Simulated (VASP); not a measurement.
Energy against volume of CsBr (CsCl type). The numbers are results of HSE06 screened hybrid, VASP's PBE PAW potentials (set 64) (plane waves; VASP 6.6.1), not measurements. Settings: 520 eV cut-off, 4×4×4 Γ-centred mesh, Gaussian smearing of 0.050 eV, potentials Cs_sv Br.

| V (Å³/atom) | E (eV/atom) |
|---|---|
| 39.786 | -3.50497 |
| 41.056 | -3.50783 |
| 42.326 | -3.50730 |
| 43.595 | -3.50396 |

**Question.** Fit these four points and predict the energy of the run at 38.516 Å³/atom.

**Answer.** A cubic in V^(−2/3), the third-order Birch-Murnaghan form, passes through the four points with V0 = 41.47 Å³/atom and B0 = 13 GPa, and gives -3.4980 eV/atom there. The run gave -3.4980 eV/atom, -0.0 meV/atom from the fit; all five points give B0 = 13 GPa.

The compound is CsBr in the CsCl type structure. It was relaxed first, which changed the volume by +5 %. The cell's shape comes from a PBE relaxation.
